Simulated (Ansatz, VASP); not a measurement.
# LiF (Griceite) in two plane-wave programs, part 3 of 3

Wanted: the spread between two codes on one cell, functional and k mesh. The cell is taken from a series of runs on this material, whose earlier steps may have relaxed, scaled, displaced or heated it; both programs get it as it stands.

VASP 6.6.1 and Ansatz 0.2.0.

So far: VASP: zone-centre phonons, PBE, pair 1; Ansatz: zone-centre phonons, PBE, pair 1; Comparison; VASP: zone-centre phonons, PBE, pair 2; Ansatz: zone-centre phonons, PBE, pair 2; Differences.

## Step 8: VASP: zone-centre phonons, PBE, pair 3

Level of this step: PBE; plane waves and PAW (Li_sv, F) (VASP).

Second derivatives magnify differences that forces hide, and they need a tight electronic threshold. The cell compared in this pair holds 15.81 Å³, against 15.47 Å³ for the pair before.

INCAR reads:

```
SYSTEM = LiF
PREC = Accurate
ENCUT = 750
EDIFF = 1E-08
NELM = 120
ISMEAR = 0
SIGMA = 0.01
LREAL = .FALSE.
ALGO = Normal
GGA = PE
NBANDS = 11
LORBIT = 11
LWAVE = .FALSE.
LCHARG = .FALSE.
ISIF = 2
IBRION = 8
LEPSILON = .TRUE.
LASPH = .TRUE.
GGA_COMPAT = .FALSE.
EFERMI = MIDGAP
KPAR = 2
```

POSCAR reads:

```
LiF
1.0
    0.0000000000      1.9920949166      1.9920949166
    1.9920949166      0.0000000000      1.9920949166
    1.9920949166      1.9920949166      0.0000000000
Li F
1 1
Direct
    0.0000000000      0.0000000000      0.0000000000
    0.5000000000      0.5000000000      0.5000000000
```

KPOINTS reads:

```
Automatic mesh
0
Gamma
12 12 12
0 0 0
```

Potentials, in the order of the species: Li_sv and F (PBE family, release 64).

Command:

```console
mpirun -np 2 vasp_std
```

Numbers of over 12 decimals in the logs are rounded to 6 here.

Log:

```text
[... set-up lines as in an earlier step ...]
 entering main loop
       N       E                     dE             d eps       ncg     rms          rms(c)
DAV:   1     0.446595951274E+02    0.44660E+02   -0.68660E+03  1584   0.122E+03
DAV:   2    -0.852462802606E+01   -0.53184E+02   -0.52001E+02  1834   0.233E+02
DAV:   3    -0.101179445452E+02   -0.15933E+01   -0.15858E+01  1977   0.364E+01
DAV:   4    -0.101397338605E+02   -0.21789E-01   -0.21783E-01  2023   0.447E+00
[...]
DAV:  13    -0.963203049174E+01    0.32925E-07   -0.62536E-08  1926   0.255E-03    0.261E-04
DAV:  14    -0.963203047639E+01    0.15349E-07   -0.42018E-09  1649   0.622E-04    0.927E-05
DAV:  15    -0.963203047535E+01    0.10352E-08   -0.16506E-09  1116   0.399E-04
   1 F= -.96320305E+01 E0= -.96320305E+01  d E =0.000000E+00
 Linear response reoptimize wavefunctions to high precision
DAV:   1    -0.963203047444E+01    0.91836E-09   -0.96389E-11  1268   0.102E-04
DAV:   2    -0.963203047444E+01   -0.11369E-11   -0.11562E-11  1047   0.324E-05
 Linear response G [H, r] |phi>, progress :
  Direction:   1
[...]
RMM:  37    -0.176534196104E+00   -0.15582E-09   -0.18232E-06  4647   0.160E-04    0.264E-06
 first order change of Fermi-energy   0.17503E-03
 force on displaced ion       1 direction 1 :  -1.970   0.000   0.000
 Born effective charge ion    1 direction 1 :   1.047   0.000   0.000
 Linear response progress:
  Degree of freedom:   2/  2
       N       E                     dE             d eps       ncg     rms          rms(c)
RMM:   1    -0.524264154661E+00   -0.52426E+00    0.55582E-01  6777   0.483E+00
RMM:   2    -0.518498881087E+00    0.57653E-02   -0.69780E-03  6536   0.742E-01    0.946E-02
RMM:   3    -0.520392575843E+00   -0.18937E-02   -0.82695E-04  6934   0.216E-01    0.522E-02
RMM:   4    -0.522819419288E+00   -0.24268E-02   -0.28762E-04  6704   0.132E-01    0.126E-02
[...]
RMM:  12    -0.522950534000E+00    0.67054E-07   -0.10955E-08  8184   0.207E-04    0.671E-07
RMM:  13    -0.522950523630E+00    0.10370E-07   -0.39867E-08  8141   0.168E-04    0.348E-07
RMM:  14    -0.522950514458E+00    0.91718E-08   -0.47578E-08  7945   0.152E-04    0.154E-07
 first order change of Fermi-energy   0.16333E-02
 force on displaced ion       2 direction 1 :  -1.989   0.000   0.000
 Born effective charge ion    2 direction 1 :  -1.046   0.000   0.000
 Born effective charges drift removed
 Linear response finished
```

OUTCAR, selected parts (step 8):

```text
  Total        0.3997581      0.3997581      0.3997581     -0.0000000     -0.0000000     -0.0000000
  in kB       40.5086486     40.5086486     40.5086486     -0.0000000     -0.0000000     -0.0000000
  external PRESSURE =      40.5086486 kB  Pullay stress =       0.0000000 kB

 POSITION                                       TOTAL-FORCE (eV/Angst)
 -----------------------------------------------------------------------------------
      0.00000      0.00000      0.00000        -0.000000      0.000000     -0.000000
      1.99209      1.99209      1.99209         0.000000     -0.000000      0.000000
 -----------------------------------------------------------------------------------
    total drift:                                0.000000      0.000000      0.000000

 MACROSCOPIC STATIC DIELECTRIC TENSOR (including local field effects in DFT)
 ------------------------------------------------------
           2.067344     0.000000     0.000000
           0.000000     2.067344    -0.000000
           0.000000     0.000000     2.067344
 ------------------------------------------------------

 MACROSCOPIC STATIC DIELECTRIC TENSOR IONIC CONTRIBUTION
 ------------------------------------------------------
           6.335065     0.000000     0.000000
           0.000000     6.335065     0.000000
           0.000000     0.000000     6.335065
 ------------------------------------------------------

[... 1 part as in an earlier step ...]

[... 1 further part left out ...]
```

## Step 9: Ansatz: zone-centre phonons, PBE, pair 3

The same cell, functional and mesh now go to Ansatz, which takes its cutoff from its data sets.

The cell is taken from a series of runs on this material, whose earlier steps may have relaxed, scaled, displaced or heated it; both programs get it as it stands.

input.yaml reads:

```yaml
crystal:
  lattice:
    - [0.0, 1.9920949166, 1.9920949166]
    - [1.9920949166, 0.0, 1.9920949166]
    - [1.9920949166, 1.9920949166, 0.0]
  atoms:
    - { symbol: Li, position: [0.0, 0.0, 0.0] }
    - { symbol: F, position: [0.5, 0.5, 0.5] }
kpoints:
  mp_grid: { grid: [12, 12, 12] }
hamiltonian:
  xc: pbe
  pseudopotentials: { kind: paw, azcp: { folder: soft_1 } }
scf:
  occupations: { method: fixed }
output:
  eigenvalues: true
phonons:
  method: dfpt
  dielectric: true
  rigid_motions: translations
```

Command:

```console
ansatz run input.yaml --threads 4 --pin off --max-ram 10240MiB --backend cpu --events-out ev --progress --plain --runs-dir out
```

Log:

```text
[...]
Crystal: 2 atoms, lattice volume = 15.811 Å³
Basis set: ecut = 420 eV, 331 PW (Γ), exchange–correlation on 40×40×40 points (8 copies of the dense FFT grid, shifted against one another)
Bands: 9, of which v1, the nominal top of the filled ones, is band 5 counted from 1 (4 counted from 0)
Symmetry: 48 space group operations
k-points: 163 of 1728 (irreducible under 8 space group operations, time reversal used)
[...]
optical modes at Γ + LO–TO along q̂ = [1.0000, 0.0000, 0.0000]:
      ω (cm⁻¹)  modes    IR ((D/Å)²/amu)
[...]
optical modes at Γ + LO–TO along q̂ = [0.0000, 1.0000, 0.0000]:
      ω (cm⁻¹)  modes    IR ((D/Å)²/amu)
        318.30      2             9.9565
        652.85      1             4.9783
  optical modes at Γ + LO–TO along q̂ = [0.0000, 0.0000, 1.0000]:
      ω (cm⁻¹)  modes    IR ((D/Å)²/amu)
        318.30      2             9.9565
        652.85      1             4.9783
[key lines of the parts left out:]
SCF converged after 8 iterations
Free energy (F): -1016.162187 eV
Fermi energy:    1.230894 eV
```

## Step 10: Comparison

Compared:

```csv
quantity,Ansatz,VASP,difference
ε∞ xx,2.07,2.07,-0.02 %
ε∞ yy,2.07,2.07,-0.02 %
ε∞ zz,2.07,2.07,-0.02 %
Born charge of Li1 (mean of the diagonal) (e),1.05,1.05,0.00
Born charge of F2 (mean of the diagonal) (e),-1.05,-1.05,0.00
optical mode 1 to 3 (cm⁻¹),318.3,323.8,-1.71 %
```

Modes are paired by rising frequency, not by their patterns, so a pair may set unlike modes beside each other; they are those without the splitting of longitudinal modes.

## Step 11: What came out

```
r.m.s. difference of the optical zone-centre modes, each program's sorted by frequency (zone-centre phonons, PBE, pair 1) : 6.1 cm⁻¹
difference in optical mode 1 to 3 (zone-centre phonons, PBE, pair 1)                                                      : -1.7 %
r.m.s. difference of the optical zone-centre modes, each program's sorted by frequency (zone-centre phonons, PBE, pair 2) : 6.1 cm⁻¹
difference in optical mode 1 to 3 (zone-centre phonons, PBE, pair 2)                                                      : -1.8 %
r.m.s. difference of the optical zone-centre modes, each program's sorted by frequency (zone-centre phonons, PBE, pair 3) : 5.5 cm⁻¹
difference in optical mode 1 to 3 (zone-centre phonons, PBE, pair 3)                                                      : -1.7 %
```

**Reading.** The r.m.s. difference of the optical zone-centre modes, each program's sorted by frequency is 6.1 cm⁻¹ (zone-centre phonons, PBE, pair 1). Among the rows given in per cent, the largest difference of the zone-centre phonons, PBE, pair 1 pair is in optical mode 1 to 3, -1.7 %. Among the rows given in per cent, the largest difference of the zone-centre phonons, PBE, pair 2 pair is in optical mode 1 to 3, -1.8 %. Among the rows given in per cent, the largest difference of the zone-centre phonons, PBE, pair 3 pair is in optical mode 1 to 3, -1.7 %. 4 further runs of this series are not shown here. How closely two codes agree says nothing of how well the functional describes the real material.

[Lines on the potential files, build, host, timing and source positions are cut from VASP's logs without a mark.]

[Logs are printed without paths, hosts, clocks, repeated set-up lines and the standing remarks that a program may print on its own settings, such as how far it seeks lower states.]

[Hosts, paths, dates, database ids (printed as entryN), source tags and the programs' standing remarks are cut or masked in the printed files.]
